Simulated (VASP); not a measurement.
```
BP
1.0
    0.00000     2.27315     2.27315
    2.27315     0.00000     2.27315
    2.27315     2.27315     0.00000
B P
1 1
Direct
  0.00000   0.00000   0.00000
  0.25000   0.25000   0.25000
```

Method: PBE GGA, VASP's PBE PAW potentials (set 64) (plane waves; VASP). Numerical set-up: 520 eV cut-off, 11×11×11 Γ-centred mesh, tetrahedra with Blöchl corrections, potentials B P.

Tabulate the total density of states (states/eV per cell) against energy (eV; zero at the valence-band maximum or, without a gap, the Fermi level).

(E (eV), DOS (states/eV)): (-9.95, 0.00); (-9.35, 0.00); (-8.75, 0.14); (-8.15, 0.94); (-7.55, 0.62); (-6.95, 0.38); (-6.35, 0.29); (-5.63, 0.81); (-5.03, 0.71); (-4.43, 0.95); (-3.83, 1.17); (-3.23, 1.05); (-2.63, 0.96); (-2.03, 0.90); (-1.43, 0.48); (-0.83, 0.27); (-0.23, 0.07); (0.37, 0.00); (1.09, 0.00); (1.69, 0.18); (2.29, 0.42); (2.89, 0.62); (3.49, 0.95); (4.09, 1.56); (4.69, 0.62)
Within 2 eV below the valence-band maximum the largest weight inside VASP's projection spheres is P p, then B p.

The compound is BP in the zinc blende structure. It was relaxed first.
